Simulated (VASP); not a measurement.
A convergence study with VASP on GaN (zinc blende): one setting is varied, all else stays as given below, so the limit is that of these other settings.

```
CELL_PARAMETERS angstrom
      0.00000     2.26000     2.26000
      2.26000     0.00000     2.26000
      2.26000     2.26000     0.00000
ATOMIC_POSITIONS crystal
  Ga 0.00000 0.00000 0.00000
  N  0.25000 0.25000 0.25000
```

These are PBE GGA, VASP's PBE PAW potentials (set 64) (plane waves; VASP) values and carry that method's errors. The tightest run used: 700 eV cut-off, 15×15×15 Monkhorst-Pack mesh, Gaussian smearing of 0.050 eV, potentials Ga_d N.

Task: The settings run are 1×1×1 mesh; 2×2×2 mesh; 3×3×3 mesh; 4×4×4 mesh; 5×5×5 mesh; 6×6×6 mesh; 7×7×7 mesh; 8×8×8 mesh; 9×9×9 mesh; 10×10×10 mesh; 11×11×11 mesh; 12×12×12 mesh; 13×13×13 mesh; 14×14×14 mesh; 15×15×15 mesh. From which on does the stress (every component) stay within 0.5 GPa of the tightest run?

Result: From 2×2×2 mesh on: it is off by 0.10 there and by no more than 0.5 in any finer run, while 1×1×1 mesh is off by 57.26.
| setting | E (eV/atom) | pressure (GPa) | irreducible k-points | difference judged (GPa) |
|---|---|---|---|---|
| 1×1×1 mesh | 2.0815 | 60.58 | 1 | 57.26 |
| 2×2×2 mesh | -6.0458 | 3.42 | 2 | 0.10 |
| 3×3×3 mesh | -5.9290 | 3.61 | 4 | 0.29 |
| 4×4×4 mesh | -6.0767 | 3.32 | 10 | 0.00 |
| 5×5×5 mesh | -6.0687 | 3.24 | 10 | 0.09 |
| 6×6×6 mesh | -6.0768 | 3.32 | 28 | 0.00 |
| 7×7×7 mesh | -6.0760 | 3.30 | 20 | 0.02 |
| 8×8×8 mesh | -6.0768 | 3.32 | 60 | 0.00 |
| 9×9×9 mesh | -6.0767 | 3.32 | 35 | 0.00 |
| 10×10×10 mesh | -6.0768 | 3.32 | 110 | 0.00 |
| 11×11×11 mesh | -6.0768 | 3.32 | 56 | 0.00 |
| 12×12×12 mesh | -6.0768 | 3.32 | 182 | 0.00 |
| 13×13×13 mesh | -6.0768 | 3.32 | 84 | 0.00 |
| 14×14×14 mesh | -6.0768 | 3.32 | 280 | 0.00 |
| 15×15×15 mesh | -6.0768 | 3.32 | 120 | 0.00 |

Left out are rungs that failed or repeat a setting and relaxations that didn't move; long series are thinned to 24 rows.

The compound is GaN in the zinc blende structure, a metastable form; wurtzite is the usual one. The cell was not relaxed at this level.
